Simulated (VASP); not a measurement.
Input of a VASP 6.6.1 run:

File INCAR:

```
SYSTEM = Pt
PREC = Accurate
ENCUT = 600
EDIFF = 1E-7
ISMEAR = 1
SIGMA = 0.1
LREAL = .False.
LASPH = .True.
NELM = 80
ALGO = Normal
ISIF = 3
LWAVE = .False.
LCHARG = .False.
GGA = PE
IBRION = 2
NSW = 90
EDIFFG = -0.005
```

Contents of KPOINTS:

```
Automatic mesh
0
Gamma
  16 16 16
  0 0 0
```

Contents of POSCAR:

```
Pt                                      
1.0
    0.0000000000      1.9834876421      1.9834876421
    1.9834876421      0.0000000000      1.9834876421
    1.9834876421      1.9834876421     -0.0000000000
  Pt            
     1
Direct
     0.0000000000000000    0.0000000000000000    0.0000000000000000
```

Potentials or basis: VASP PAW PBE potentials, release 64 (Pt).

Run with:

```sh
$ cat potpaw_PBE.64/Pt/POTCAR > POTCAR
$ mpirun -np 1 vasp_std > vasp.out
```

(1) Predict the band gap on the k mesh.

## Answers

(1) none (metal or under the smearing width).

Caveat: the relaxation stopped at its first step, so nothing moved.
